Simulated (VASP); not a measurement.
Input:

```
CELL_PARAMETERS angstrom
      1.93662    -3.35433     0.00000
      1.93662     3.35433     0.00000
      0.00000     0.00000     6.12432
ATOMIC_POSITIONS crystal
  La 0.33333 0.66667 0.24816
  La 0.66667 0.33333 0.75184
  O  0.00000 0.00000 0.00000
  O  0.33333 0.66667 0.64551
  O  0.66667 0.33333 0.35449
```

Calculation: revPBE GGA, VASP's PBE PAW potentials (set 64) (plane waves; VASP 6.6.1). Settings: 520 eV cut-off, 7×7×4 Γ-centred mesh, Gaussian smearing of 0.050 eV, potentials La O.

The ions and cell shape at fixed volume are relaxed. Give the cell that the relaxation ends in.

```
CELL_PARAMETERS angstrom
      1.95392    -3.38428     0.00000
      1.95392     3.38428     0.00000
      0.00000     0.00000     6.01639
ATOMIC_POSITIONS crystal
  La 0.33333 0.66667 0.24401
  La 0.66667 0.33333 0.75599
  O  0.00000 0.00000 0.00000
  O  0.33333 0.66667 0.64745
  O  0.66667 0.33333 0.35255
```
Space group P-3m1 (164), at a tolerance of 0.03 Å.

How much energy does the relaxation gain?

The energy (σ→0) changes by -4.0 meV/atom, in 9 ionic steps.

```
step  E(σ→0) (eV)  max force (eV/Å)  pressure (GPa)  volume (Å³)
----  -----------  ----------------  --------------  -----------
1        -40.0203             0.456            8.66        79.57
2        -40.0359             0.075            7.67        79.57
3        -40.0360             0.090            7.59        79.57
4        -40.0385             0.076            7.47        79.57
5        -40.0394             0.062            7.36        79.57
6        -40.0400             0.033            7.29        79.57
7        -40.0401             0.017            7.23        79.57
8        -40.0401             0.015            7.24        79.57
9        -40.0401             0.008            7.27        79.57
```

The compound is La2O3 in the a-type structure. This cell is one point of a volume scan, at 0.94 of the reference volume. Symmetry was kept, so distortions that lower it aren't found.
